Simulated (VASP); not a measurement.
Here is the system:

```
CELL_PARAMETERS angstrom
      3.53968     0.00000     0.00000
     -1.76984     3.06546     0.00000
      0.00000     0.00000    17.36593
ATOMIC_POSITIONS crystal
  S  0.66667 0.33333 0.42855
  S  0.33333 0.66667 0.57145
  Pt 0.00000 0.00000 0.50000
```

Level of theory: PBE GGA with D3 dispersion (Becke-Johnson damping), VASP's PBE PAW potentials (set 64) (plane waves; VASP 6.6.1). Numerical set-up: PREC = Normal, 400 eV cut-off, 12×12×1 Γ-centred mesh, Gaussian smearing of 0.050 eV, potentials S Pt.

**Question.** What does the run give for the energy per atom (σ→0)?

**Answer.** 
```json
{
 "energy per atom (σ→0)": "-5.427 eV/atom"
}
```

Total energies compare only between runs with the same potentials, cut-off and functional.

The cell is a sheet with vacuum, built from PtS2 (1T layered).
